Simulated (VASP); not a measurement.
Here is the system:

```xyz
5
Lattice="4.0579 0.0000 0.0000 0.0000 4.0579 0.0000 0.0000 0.0000 4.0579" Properties=species:S:1:pos:R:3 pbc="T T T"
K      0.0000     0.0000     0.0000
Zn     2.0290     2.0290     2.0290
F      2.0290     0.0000     2.0290
F      0.0000     2.0290     2.0290
F      2.0290     2.0290     0.0000
```

These are PBEsol GGA, VASP's PBE PAW potentials (set 64) (plane waves; VASP) values and carry that method's errors. Run with 620 eV cut-off, 6×6×6 Γ-centred mesh, Gaussian smearing of 0.050 eV, potentials K_sv Zn F.

Energy and stress use the plane-wave basis of the starting cell.

**Question.** The ions, cell shape and volume at an external pressure of 5.0 GPa are relaxed. Predict the relaxed structure.

**Answer.** 
```xyz
5
Lattice="3.9829 0.0000 0.0000 0.0000 3.9829 0.0000 0.0000 0.0000 3.9829" Properties=species:S:1:pos:R:3 pbc="T T T"
K      0.0000     0.0000     0.0000
Zn     1.9914     1.9914     1.9914
F      1.9914     0.0000     1.9914
F      0.0000     1.9914     1.9914
F      1.9914     1.9914     0.0000
```
Space group Pm-3m (221), at a tolerance of 0.03 Å.

**Question.** How do energy and volume change from the first to the last step?

**Answer.** The energy (σ→0) changes by +10.5 meV/atom and the volume by -5.4 %, in 3 ionic steps.

```json
[
 {"step": "1", "E(σ→0) (eV)": "-21.3484", "max force (eV/Å)": "0.000", "pressure (GPa)": "-0.13", "volume (Å³)": "66.82"},
 {"step": "2", "E(σ→0) (eV)": "-21.2818", "max force (eV/Å)": "0.000", "pressure (GPa)": "5.69", "volume (Å³)": "62.77"},
 {"step": "3", "E(σ→0) (eV)": "-21.2957", "max force (eV/Å)": "0.000", "pressure (GPa)": "5.00", "volume (Å³)": "63.18"}
]
```

The compound is KZnF3 in the cubic perovskite structure. This run relaxes it under an external pressure of 5 GPa. Symmetry was kept, so distortions that lower it aren't found.
